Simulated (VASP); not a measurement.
# How a change of volume changes Al2O3 (R-3c)

Wanted: the response of Al2O3 to a change of volume, as a table, with a fit that predicts a row left out.

Program: VASP 6.6.1. Level of theory: LDA; plane waves and PAW (Al, O), in the first sound run; inputs show where later runs differ. Results are calculated unless marked as measured.

## Step 1: Starting point

It takes space group R-3c (No. 167, trigonal). Conventional cell: a = 4.757 Å, b = 4.757 Å, c = 12.988 Å, α = 90.00°, β = 90.00°, γ = 120.00°. Al has 6 O at 1.85 to 1.97 Å nearest. O has 4 Al at 1.85 to 1.97 Å nearest. Farther neighbours and most contacts between anions are not listed.

Coordinates:

```cif
data_structure
_symmetry_space_group_name_H-M 'P 1'
_symmetry_Int_Tables_number 1
_cell_length_a 5.1269
_cell_length_b 5.1269
_cell_length_c 5.1269
_cell_angle_alpha 55.281
_cell_angle_beta 55.281
_cell_angle_gamma 55.281
_cell_volume 84.84
loop_
_atom_site_label
_atom_site_type_symbol
_atom_site_fract_x
_atom_site_fract_y
_atom_site_fract_z
_atom_site_occupancy
Al1 Al 0.35218 0.35218 0.35218 1
Al2 Al 0.14782 0.14782 0.14782 1
Al3 Al 0.64782 0.64782 0.64782 1
Al4 Al 0.85218 0.85218 0.85218 1
O5 O 0.55625 0.94375 0.25000 1
O6 O 0.25000 0.55625 0.94375 1
O7 O 0.94375 0.25000 0.55625 1
O8 O 0.44375 0.05625 0.75000 1
O9 O 0.75000 0.44375 0.05625 1
O10 O 0.05625 0.75000 0.44375 1
```

## Step 2: Relax the crystal, LDA

The series starts from the cell that this level prefers, so that zero strain is near zero stress.

This step took 2 runs in a row; the last is shown.

Level: LDA; plane waves and PAW (Al, O).

The input, INCAR:

```
SYSTEM = Al2O3
PREC = Accurate
ENCUT = 600
EDIFF = 1E-06
NELM = 120
ISMEAR = 0
SIGMA = 0.02
LREAL = .FALSE.
ALGO = Normal
GGA = CA
NBANDS = 34
LASPH = .TRUE.
LORBIT = 11
LWAVE = .FALSE.
LCHARG = .FALSE.
KPAR = 16
IBRION = 2
NSW = 40
ISIF = 3
EDIFFG = -0.005
POTIM = 0.4
```

The input, POSCAR:

```
Al2O3
1.0
    2.3659875843      1.3660035685      4.2982177952
   -2.3659875843      1.3660035685      4.2982177952
    0.0000000000     -2.7320071370      4.2982177952
Al O
4 6
Direct
    0.3519865692      0.3519865692      0.3519865692
    0.1480134308      0.1480134308      0.1480134308
    0.6480134308      0.6480134308      0.6480134308
    0.8519865692      0.8519865692      0.8519865692
    0.5557422272      0.9442577728      0.2500000000
    0.2500000000      0.5557422272      0.9442577728
    0.9442577728      0.2500000000      0.5557422272
    0.4442577728      0.0557422272      0.7500000000
    0.7500000000      0.4442577728      0.0557422272
    0.0557422272      0.7500000000      0.4442577728
```

The input, KPOINTS:

```
Automatic mesh
0
Gamma
8 8 8
0 0 0
```

PAW data sets: Al and O (LDA family, release 64).

Run with:

```
mpirun -np 16 vasp_std
```

Log:

```text
[banner, memory and clock lines left out]
running   16 mpi-ranks, on    1 nodes
[...]
|                                                                             |
|           W    W    AA    RRRRR   N    N  II  N    N   GGGG   !!!           |
|           W    W   A  A   R    R  NN   N  II  NN   N  G    G  !!!           |
|           W    W  A    A  R    R  N N  N  II  N N  N  G       !!!           |
|           W WW W  AAAAAA  RRRRR   N  N N  II  N  N N  G  GGG   !            |
|           WW  WW  A    A  R   R   N   NN  II  N   NN  G    G                |
|           W    W  A    A  R    R  N    N  II  N    N   GGGG   !!!           |
|                                                                             |
|     For optimal performance we recommend to set                             |
|       NCORE = 2 up to number-of-cores-per-socket                            |
|     NCORE specifies how many cores store one orbital (NPAR=cpu/NCORE).      |
|     This setting can greatly improve the performance of VASP for DFT.       |
[...]
|     Unfortunately you need to use the default for GW and RPA                |
|     calculations (for HF NCORE is supported but not extensively tested      |
|     yet).                                                                   |
|                                                                             |

 LDA part: xc-table for (Slater(with rela. corr.)+CA(PZ))
 , standard interpolation
 POSCAR, INCAR and KPOINTS ok, starting setup
[...]
entering main loop
       N       E                     dE             d eps       ncg     rms          rms(c)
DAV:   1     0.242573787541E+03    0.24257E+03   -0.27748E+04  4420   0.151E+03
DAV:   2    -0.780388753713E+02   -0.32061E+03   -0.30963E+03  5662   0.309E+02
DAV:   3    -0.914897386609E+02   -0.13451E+02   -0.13406E+02  5694   0.641E+01
DAV:   4    -0.915906303547E+02   -0.10089E+00   -0.10083E+00  5520   0.640E+00
[...]
DAV:  10    -0.831268840539E+02   -0.60844E-04   -0.47846E-04  5286   0.138E-01    0.646E-02
DAV:  11    -0.831268654158E+02    0.18638E-04   -0.13091E-04  5462   0.675E-02    0.263E-02
DAV:  12    -0.831268655465E+02   -0.13068E-06   -0.39602E-06  5414   0.136E-02
   1 F= -.83126866E+02 E0= -.83126866E+02  d E =-.831269E+02
[...]
reached required accuracy - stopping structural energy minimisation
```

It took 12 s on 16 MPI ranks of Intel Xeon 6975P-C (Granite Rapids), shared host; peak memory 5.3 GiB.

Lines that name or quote the potential files are left out of all logs, and their timing lines are given in words.

Parts of OUTCAR (step 2):

```text
  Total        0.0379958      0.0379958      0.0232384      0.0000000      0.0000000      0.0000000
  in kB        0.7303682      0.7303682      0.4466965      0.0000000      0.0000000      0.0000000
  external PRESSURE =       0.6358110 kB  Pullay stress =       0.0000000 kB

 POSITION                                       TOTAL-FORCE (eV/Angst)
 -----------------------------------------------------------------------------------
      0.00000      0.00000      4.53874        -0.000000     -0.000000      0.002458
      0.00000      0.00000      1.90858        -0.000000     -0.000000     -0.002458
      0.00000      0.00000      8.35591        -0.000000     -0.000000     -0.002458
      0.00000      0.00000     10.98607        -0.000000     -0.000000      0.002458
     -0.91922      1.36600      7.52188         0.001585     -0.000000     -0.000000
     -0.72338     -1.47907      7.52188        -0.000793      0.001373     -0.000000
      1.64261      0.11307      7.52188        -0.000793     -0.001373     -0.000000
      0.91922     -1.36600      5.37277        -0.001585     -0.000000      0.000000
      0.72338      1.47907      5.37277         0.000793     -0.001373     -0.000000
     -1.64261     -0.11307      5.37277         0.000793      0.001373     -0.000000
 -----------------------------------------------------------------------------------
    total drift:                               -0.000000      0.000000      0.000000

  FREE ENERGIE OF THE ION-ELECTRON SYSTEM (eV)
  ---------------------------------------------------
  free  energy   TOTEN  =       -83.1268655465 eV

  energy  without entropy=      -83.1268655465  energy(sigma->0) =      -83.12686555

 reached required accuracy - stopping structural energy minimisation

[... 3 further parts left out ...]
[key lines of the parts left out:]
E-fermi :   6.1359
```

This run gave:

| Property | Result |
| --- | --- |
| energy(sigma→0) of the program | -83.1269 eV |
| stress, compression positive | xx, yy, zz 0.07, 0.07, 0.04 GPa |
| volume | 83.350 Å³ |
| ionic steps | 1 |

## Step 3: Relax at fixed volume, LDA

One member in full: the volume is scaled by 1.04, and shape and atoms relax at that volume.

Level: LDA; plane waves and PAW (Al, O).

The input, INCAR:

```
SYSTEM = Al2O3
PREC = Accurate
ENCUT = 600
EDIFF = 1E-07
NELM = 120
ISMEAR = 0
SIGMA = 0.02
LREAL = .FALSE.
ALGO = Normal
GGA = CA
NBANDS = 34
LASPH = .TRUE.
LORBIT = 11
LWAVE = .FALSE.
LCHARG = .FALSE.
KPAR = 8
IBRION = 2
NSW = 40
ISIF = 4
EDIFFG = -0.004
POTIM = 0.4
```

Edit POSCAR of step 2 so:

```diff
@@ -2,5 +2,5 @@
 1.0
-    2.3659875843      1.3660035685      4.2982177952
-   -2.3659875843      1.3660035685      4.2982177952
-    0.0000000000     -2.7320071370      4.2982177952
+    2.3971225704      1.3839793611      4.3547797789
+   -2.3971225704      1.3839793611      4.3547797789
+    0.0000000000     -2.7679587222      4.3547797789
 Al O
```

KPOINTS is that of step 2.

Run with:

```
mpirun -np 8 vasp_std
```

Log:

```text
[banner, memory and clock lines left out]
running    8 mpi-ranks, on    1 nodes
[...]
[... a notice as in an earlier step ...]

 LDA part: xc-table for (Slater(with rela. corr.)+CA(PZ))
 , standard interpolation
 POSCAR, INCAR and KPOINTS ok, starting setup
[...]
entering main loop
       N       E                     dE             d eps       ncg     rms          rms(c)
DAV:   1     0.240952624932E+03    0.24095E+03   -0.27536E+04  4420   0.151E+03
DAV:   2    -0.772770391708E+02   -0.31823E+03   -0.30644E+03  5668   0.305E+02
DAV:   3    -0.912273505953E+02   -0.13950E+02   -0.13899E+02  5684   0.650E+01
DAV:   4    -0.913376418171E+02   -0.11029E+00   -0.11022E+00  5504   0.661E+00
[...]
DAV:  12    -0.830393659060E+02   -0.29934E-06   -0.44915E-06  5474   0.143E-02    0.684E-03
DAV:  13    -0.830393655307E+02    0.37532E-06   -0.13973E-06  5474   0.687E-03    0.166E-03
DAV:  14    -0.830393655271E+02    0.35461E-08   -0.61777E-08  3156   0.155E-03
   1 F= -.83039366E+02 E0= -.83039366E+02  d E =-.830394E+02
[...]
DAV:   2    -0.830399098115E+02   -0.26442E-04   -0.20042E-03  5646   0.258E-01    0.612E-02
DAV:   3    -0.830398307496E+02    0.79062E-04   -0.70073E-05  5486   0.637E-02    0.183E-02
DAV:   4    -0.830398259736E+02    0.47760E-05   -0.29317E-05  5610   0.333E-02    0.402E-03
DAV:   5    -0.830398257770E+02    0.19661E-06   -0.21357E-06  5404   0.949E-03    0.129E-03
DAV:   6    -0.830398257541E+02    0.22902E-07   -0.15832E-07  3114   0.242E-03
   2 F= -.83039826E+02 E0= -.83039826E+02  d E =-.460227E-03
 trial-energy change:   -0.000460  1 .order   -0.000462   -0.000858   -0.000066
 step:   1.0848(harm=  1.0835)  dis= 0.00194  next Energy=   -83.039829 (dE=-0.463E-03)
[...]
N       E                     dE             d eps       ncg     rms          rms(c)
DAV:   1    -0.830398289720E+02   -0.31950E-05   -0.81614E-04  4640   0.178E-01    0.866E-03
DAV:   2    -0.830398291695E+02   -0.19750E-06   -0.14410E-05  5638   0.219E-02    0.515E-03
DAV:   3    -0.830398286044E+02    0.56505E-06   -0.49844E-07  5518   0.537E-03    0.156E-03
DAV:   4    -0.830398285682E+02    0.36239E-07   -0.19918E-07  3344   0.283E-03
   3 F= -.83039829E+02 E0= -.83039829E+02  d E =-.463041E-03
[...]
reached required accuracy - stopping structural energy minimisation
```

Elapsed: 37 s, on 8 MPI ranks; peak memory 2.8 GiB.

Parts of OUTCAR (step 3):

```text
  Total       -5.0350408     -5.0350408     -5.0645100     -0.0000000      0.0000000      0.0000000
  in kB      -93.0628343    -93.0628343    -93.6075138     -0.0000000      0.0000000      0.0000000
  external PRESSURE =     -93.2443941 kB  Pullay stress =       0.0000000 kB

 POSITION                                       TOTAL-FORCE (eV/Angst)
 -----------------------------------------------------------------------------------
      0.00000      0.00000      4.60368         0.000000     -0.000000      0.000630
      0.00000      0.00000      1.93494         0.000000      0.000000     -0.000630
      0.00000      0.00000      8.47356         0.000000      0.000000     -0.000630
      0.00000      0.00000     11.14230         0.000000      0.000000      0.000630
     -0.93280      1.38330      7.62839        -0.002063      0.000000      0.000000
     -0.73157     -1.49948      7.62839         0.001031     -0.001786      0.000000
      1.66437      0.11618      7.62839         0.001031      0.001786      0.000000
      0.93280     -1.38330      5.44885         0.002063      0.000000      0.000000
      0.73157      1.49948      5.44885        -0.001031      0.001786      0.000000
     -1.66437     -0.11618      5.44885        -0.001031     -0.001786      0.000000
 -----------------------------------------------------------------------------------
    total drift:                               -0.000000     -0.000000     -0.000000

  FREE ENERGIE OF THE ION-ELECTRON SYSTEM (eV)
  ---------------------------------------------------
  free  energy   TOTEN  =       -83.0398285682 eV

  energy  without entropy=      -83.0398285682  energy(sigma->0) =      -83.03982857

[... 2 parts as in an earlier step ...]

[... 2 further parts left out ...]
[key lines of the parts left out:]
E-fermi :   5.7378
```

Numbers from this step:

- energy(sigma→0) of the program: -83.0398 eV
- stress, compression positive: xx, yy, zz -9.31, -9.31, -9.36 GPa
- ionic steps: 3

(Part 1 of 3 ends here.)

[Lines on the potential files, build, host, timing and source positions are cut from VASP's logs without a mark.]

[Logs are printed without paths, hosts, clocks, repeated set-up lines and the standing remarks that a program may print on its own settings, such as how far it seeks lower states.]

[Hosts, paths, dates, database ids (printed as entryN), source tags and the programs' standing remarks are cut or masked in the printed files.]

[In band tables of VASP the shares of atoms and orbitals are scaled to a sum of 1 inside the atoms' spheres.]
